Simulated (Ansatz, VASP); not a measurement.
# Cross-check of CaB6 between VASP and Ansatz, part 2 of 2

Aim: how closely do two programs agree when they are given the same cell, functional and k mesh? The cell is taken from a series of runs on this material, whose earlier steps may have relaxed, scaled, displaced or heated it; both programs get it as it stands.

VASP 6.6.1 and Ansatz 0.2.0.

So far: The structure; VASP: relaxation of cell and atoms, PBE.

## Step 3: Ansatz: relaxation of cell and atoms, PBE

Level of this step: Ansatz beside VASP: Kohn-Sham DFT, plane waves, PBE (Ansatz).

Ansatz runs on its default PAW (the set named soft_2) files.

The same cell, functional, mesh and smearing now go to Ansatz, which takes its cutoff from its data sets.

File input.yaml:

```yaml
crystal:
  lattice:
    - [4.145, 0.0, 0.0]
    - [0.0, 4.145, 0.0]
    - [0.0, 0.0, 4.145]
  atoms:
    - { symbol: Ca, position: [0.5, 0.5, 0.5] }
    - { symbol: B, position: [0.0, 0.0, 0.293] }
    - { symbol: B, position: [0.0, 0.0, 0.707] }
    - { symbol: B, position: [0.293, 0.0, 0.0] }
    - { symbol: B, position: [0.707, 0.0, 0.0] }
    - { symbol: B, position: [0.0, 0.293, 0.0] }
    - { symbol: B, position: [0.0, 0.707, 0.0] }
kpoints:
  mp_grid: { grid: [8, 8, 8] }
hamiltonian:
  xc: pbe
scf:
  occupations: { method: gaussian, width: 0.01 }
output:
  forces: true
  stress: true
  eigenvalues: true
relax:
  adjacent_minimum: "off"
  f_tol: 0.005
  max_steps: 60
  cell: { stress_tol: 0.03 }
```

Command:

```sh
$ ansatz run input.yaml --threads 8 --pin off --max-ram 16384MiB --backend cpu --events-out ev --progress --plain --runs-dir out
```

Numbers of over 12 decimals in the logs are rounded to 6 here.

Output:

```text
Engine: ansatz 0.2.0, aarch64-unknown-linux-gnu
Pseudopotentials: kind: paw
Pseudopotential: Ca, paw, valence charge 10, recommended cutoff 420 eV (normal), Ca.paw.azcp
Pseudopotential: B, paw, valence charge 3, recommended cutoff 420 eV (normal), B.paw.azcp
Functional definition: PBE
  parameter kappa = 0.804
  parameter beta = 0.066725
  exchange = pbe_x(kappa = kappa, mu = beta*pi^2/3)
  correlation = pbe_c(beta = beta)
Crystal: 7 atoms, lattice volume = 71.215 Å³
Basis set: ecut = 420 eV, 1357 PW (Γ), exchange–correlation on 60×60×60 points (8 copies of the dense FFT grid, shifted against one another)
Bands: 21, of which v1, the nominal top of the filled ones, is band 14 counted from 1 (13 counted from 0)
Symmetry: 48 space group operations
Space group: Pm-3m (ITA 221), of the structure as read, at distance tolerance 4.1e-5 Å
k-points: 35 of 512
Non-local potential: Ca, projectors of the file, l = 0: 3, l = 1: 2, l = 2: 2
Non-local potential: B, projectors of the file, l = 0: 2, l = 1: 2, l = 2: 1
PAW form: soft (Blöchl's): semilocal exchange-correlation on the pseudo side does not see the compensation charge
PAW one-centre angular grid: Ca, 110 points (default); XC on 64 Gauss nodes
PAW one-centre angular grid: B, 110 points (default); XC on 64 Gauss nodes
Initial density: superposition of atomic densities (neutral atoms: chi_scale 0, normalization atom), corrected by the library's trained network
Initial wavefunctions: pseudopotential atomic-orbital guess
Functional: x = pbe(κ = 0.804, μ = 0.219515), c = pbe(β = 0.066725)
SCF iter   1: F=—  HF=-2755.121006 eV  |F-HF|=—  |Δ(HF+E_count)|=         —  Δρ=1.46e-3  dr2=6.38e-4  ethr=1.77e-3  ⟨swp⟩=8.3  Hψ=4829  notcnv=0
preconditioner: auto → Resta (q_TF=auto, 2.335 Å⁻¹)  ε∞=3.7  [insulator: Δε(μ)=0.200 eV  Ē_g=13.583 eV  σ=0.010 eV  W_gap=1.00  n_scr=18 (ndim 8)  ℏωp=22.4 eV  f_vac=0.000  D(μ)=0.00/eV (n_scr^D=0)  ε∞_Penn≈3.7]
SCF iter   2: F=—  HF=-2755.122500 eV  |F-HF|=—  |Δ(HF+E_count)|=   1.49e-3  Δρ=8.34e-4  dr2=2.34e-4  ethr=2.28e-6  ⟨swp⟩=2.7  Hψ=1794  notcnv=0  defer=59
SCF iter   3: F=—  HF=-2755.122940 eV  |F-HF|=—  |Δ(HF+E_count)|=   4.40e-4  Δρ=1.21e-4  dr2=1.06e-5  ethr=8.36e-7  ⟨swp⟩=2.1  Hψ=1140  notcnv=0  defer=59
SCF iter   4: F=—  HF=-2755.122962 eV  |F-HF|=—  |Δ(HF+E_count)|=   2.15e-5  Δρ=3.99e-5  dr2=9.29e-7  ethr=3.78e-8  ⟨swp⟩=2.0  Hψ=1070  notcnv=0  defer=59
iter 5 did not close the SCF: its close was put off for the readings that it lacked (scf_convergence_deferred on its scf_iter line)
SCF iter   5: F=-2755.122963 eV  HF=-2755.122963 eV  |F-HF|=6.37e-8  |Δ(HF+E_count)|=   1.82e-6  Δρ=8.19e-6  dr2=5.35e-8  ethr=3.32e-9  ⟨swp⟩=2.0  Hψ=1097  notcnv=0  defer=59
SCF iter   6: F=-2755.122963 eV  HF=-2755.122963 eV  |F-HF|=2.32e-9  |Δ(HF+E_count)|=   8.06e-8  Δρ=2.06e-6  dr2=5.06e-9  ethr=1.91e-10  ⟨swp⟩=6.0  Hψ=3123  notcnv=0
SCF 1 converged in 6 iterations: F = -2755.122963 eV  dr2 = 5.06e-9
  greatest PAW one-centre occupation: 0.995 electrons in one spin orbital (limit 2), on the Ca atom at site 0 (counted from 0), in its partial waves of l = 0
relax step   1: F+E_penalty+E_count = -2755.12296349 eV  Δ(F+E_penalty+E_count) = +0.000e0 eV  max|allowed force component| = 1.373e0 eV/Å  Δτ_max = 0.0000 Å  P = +2.201 GPa  Ω = 71.215 Å³  (6 SCF iters, dr2 threshold 1.00e-7 eV, accepted)
[...]
relax step   2: F+E_penalty+E_count = -2755.18581525 eV  Δ(F+E_penalty+E_count) = -6.285e-2 eV  max|allowed force component| = 7.225e-1 eV/Å  Δτ_max = 0.0106 Å  P = +1.970 GPa  Ω = 70.869 Å³  energy of the carried Pulay correction = +5.623e-4 eV  (5 SCF iters, dr2 threshold 7.00e-7 eV, accepted)
[...]
relax step   3: F+E_penalty+E_count = -2755.21210275 eV  Δ(F+E_penalty+E_count) = -2.629e-2 eV  max|allowed force component| = 2.855e-2 eV/Å  Δτ_max = 0.0105 Å  P = -0.065 GPa  Ω = 71.405 Å³  energy of the carried Pulay correction = -3.073e-4 eV  (5 SCF iters, dr2 threshold 7.00e-7 eV, accepted)
[...]
relax step   4: F+E_penalty+E_count = -2755.21225142 eV  Δ(F+E_penalty+E_count) = -1.487e-4 eV  max|allowed force component| = 3.947e-3 eV/Å  Δτ_max = 0.0006 Å  P = +0.033 GPa  Ω = 71.343 Å³  energy of the carried Pulay correction = -2.070e-4 eV  (3 SCF iters, dr2 threshold 5.09e-8 eV, accepted)
[...]
relax step   5: F+E_penalty+E_count = -2755.21222535 eV  Δ(F+E_penalty+E_count) = +2.607e-5 eV  max|allowed force component| = 7.503e-5 eV/Å  Δτ_max = 0.0001 Å  P = -0.000 GPa  Ω = 71.361 Å³  energy of the carried Pulay correction = -2.358e-4 eV  (3 SCF iters, dr2 threshold 2.80e-9 eV, accepted)
[...]
relax step   6: F+E_penalty+E_count = -2755.21238570 eV  Δ(F+E_penalty+E_count) = -1.604e-4 eV  max|allowed force component| = 4.752e-5 eV/Å  Δτ_max = 0.0000 Å  P = -0.004 GPa  Ω = 71.361 Å³  stress off target by 4.43e-3 GPa  SCF on the basis re-selected at this cell (its energy is not comparable with the rows above)  (3 SCF iters)
basis re-selected at this cell: Δ(F+E_penalty+E_count) = -1.604e-4 eV, ΔP = -0.004 GPa vs the last step (what re-selecting the basis moved, of the pressure what is left beyond the Pulay correction that the steps carried, after the strain that the cell walked since its last selection, with what the two solves' SCF thresholds leave and, on support functions, any second-order correction that the steps lacked; it is no m [...]
SCF converged after 3 iterations
Free energy (F): -2755.212386 eV
Harris-Foulkes:  -2755.212386 eV  (|F-HF|=2.73e-11)
Internal energy: -2755.212386 eV  (E = F + TS)
E sigma→0 (E₀):  -2755.212386 eV
Fermi energy:    8.366242 eV
--- Per-component energies (eV) ---
  E_band       = -92.391532
  E_kinetic    = 577.719293
  E_local      = -864.777041  (includes V_loc(G=0)·N_el)
  E_nonlocal   = 132.196574
  E_hartree    = 273.313045
  E_xc         = -332.825659
  E_vxc        = -403.520649  (∫ρ·V_xc dr)
  E_paw        = -1330.093157  (= ΣΔE_a)
  E_vpaw       = -80.635820  (= ΣTr[D̂ρ^β])
  E_aug_tail   = -0.000022  (compensation charges beyond the density's cutoff)
  E_ewald      = -1210.745418
  E_smearing   = -0.000000  (= −TS)
  E_closure    = 0.000000  (closes the sum)
  Σ components = -2755.212386   (vs F -2755.212386, Δ=0.00e0)
--- Forces (eV/Å), atoms counted from 1 ---
  atom   1  Ca     0.00000000     0.00000000     0.00000000
  atom   2  B      0.00000000     0.00000000     0.00004752
  atom   3  B     -0.00000000    -0.00000000    -0.00004752
  atom   4  B      0.00004752     0.00000000     0.00000000
  atom   5  B     -0.00004752    -0.00000000    -0.00000000
  atom   6  B      0.00000000     0.00004752    -0.00000000
  atom   7  B     -0.00000000    -0.00004752     0.00000000
  max |Σ_I F_I| component: 5.21e-18 eV/Å
--- Stress (GPa, compression-positive) ---
       -0.004432       0.000000       0.000000
        0.000000      -0.004432      -0.000000
        0.000000      -0.000000      -0.004432
  P = ⅓ Tr σ = -0.0044 GPa (-0.044 kbar)
--- Band table (eV; the first three rows and the last of 35) ---
  k-point 0: bands = [... 10 lower, 3.0361, 8.0116, 8.0116, 8.0116, 11.1593, 11.1593, 11.1593, 11.6897, ... 3 higher]
  k-point 1: bands = [... 10 lower, 3.7682, 7.5807, 7.5807, 8.0612, 10.1990, 11.6111, 11.6111, 11.7987, ... 3 higher]
  k-point 2: bands = [... 10 lower, 5.0179, 6.8084, 6.8084, 8.1895, 9.2000, 11.8577, 11.8577, 12.0602, ... 3 higher]
  k-point 34: bands = [... 10 lower, 3.9854, 7.2493, 7.2493, 7.2493, 12.5846, 13.0489, 13.0489, 13.1390, ... 3 higher]
--- Relaxed structure (5 steps of the walk, 5 accepted, 1 SCFs on fresh bases) ---
  F+E_penalty+E_count = -2755.21238570 eV   max|allowed force component| = 4.752e-5 eV/Å   (the final SCF, on the basis selected at the relaxed cell)
  cell:  # Å, volume = 71.3609 Å³
    - [4.147822, 0, 0]
    - [0, 4.147822, 0]
    - [0, 0, 4.147822]
  atoms:
    - { symbol: Ca, position: [0.5, 0.5, 0.5] }
    - { symbol: B, position: [2.980014587479546e-19, 1.7796011878208549e-19, 0.298205] }
    - { symbol: B, position: [2.9800145874795427e-19, 1.7796011878208549e-19, 0.701795] }
    - { symbol: B, position: [0.298205, 1.779601187820857e-19, 1.8169681418958349e-19] }
    - { symbol: B, position: [0.701795, 1.7796011878208534e-19, 1.8169681418958358e-19] }
    - { symbol: B, position: [2.98001458747954e-19, 0.298205, 1.8169681418958344e-19] }
    - { symbol: B, position: [2.980014587479544e-19, 0.701795, 1.816968141895836e-19] }
```

In the SCF lines HF is the Harris–Foulkes energy and dr2 the Hartree energy of the density residual, in eV; the loop may stop once dr2 is under the threshold and the program's other checks hold. Hψ counts applications of the Hamiltonian.

## Step 4: Differences

Known differences besides the potentials themselves: the cutoff is 420 eV in Ansatz and 500 eV in VASP; Ansatz adds a Pulay correction to the stress that steers its cell, VASP none. Total energies have different zeros and are not compared.

The two programs side by side:

```csv
quantity,Ansatz,VASP,difference
volume (Å³),71.36,71.41,-0.07 %
"edge a after relaxation, in the typed setting (Å)",4.148,4.149,-0.02 %
```

## Step 5: Summary of results

| Item | Value |
| --- | --- |
| difference in volume (relaxation of cell and atoms, PBE) | -0.070 % |

**Reading.** The difference in volume is -0.070 % (relaxation of cell and atoms, PBE), within the 1.2 % picked in this series as the mark of a large difference, as far as the stopping tolerances let one tell. Such differences can come from data sets, numerical settings and the points named under the comparisons, not from the functional's error against experiment.

[Lines on the potential files, build, host, timing and source positions are cut from VASP's logs without a mark.]

[Logs are printed without paths, hosts, clocks, repeated set-up lines and the standing remarks that a program may print on its own settings, such as how far it seeks lower states.]

[Hosts, paths, dates, database ids (printed as entryN), source tags and the programs' standing remarks are cut or masked in the printed files.]
